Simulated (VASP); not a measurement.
Energy against volume of CaO (rock salt). These are revPBE GGA, VASP's PBE PAW potentials (set 64) (plane waves; VASP) values and carry that method's errors. Run with 520 eV cut-off, 9×9×9 Γ-centred mesh, Gaussian smearing of 0.050 eV, potentials Ca_sv O.

```json
[
 {"V (Å³/atom)": "14.105", "E (eV/atom)": "-6.08711"},
 {"V (Å³/atom)": "14.541", "E (eV/atom)": "-6.09190"},
 {"V (Å³/atom)": "14.977", "E (eV/atom)": "-6.08870"},
 {"V (Å³/atom)": "15.414", "E (eV/atom)": "-6.07864"}
]
```

### Question
Fit these four points and predict the energy of the run at 13.669 Å³/atom.

### Answer
A cubic in V^(−2/3), the third-order Birch-Murnaghan form, passes through the four points with V0 = 14.57 Å³/atom and B0 = 97 GPa, and gives -6.0729 eV/atom there. The run gave -6.0729 eV/atom, +0.0 meV/atom from the fit; all five points give B0 = 97 GPa.

The compound is CaO in the rock salt structure. It was relaxed first.
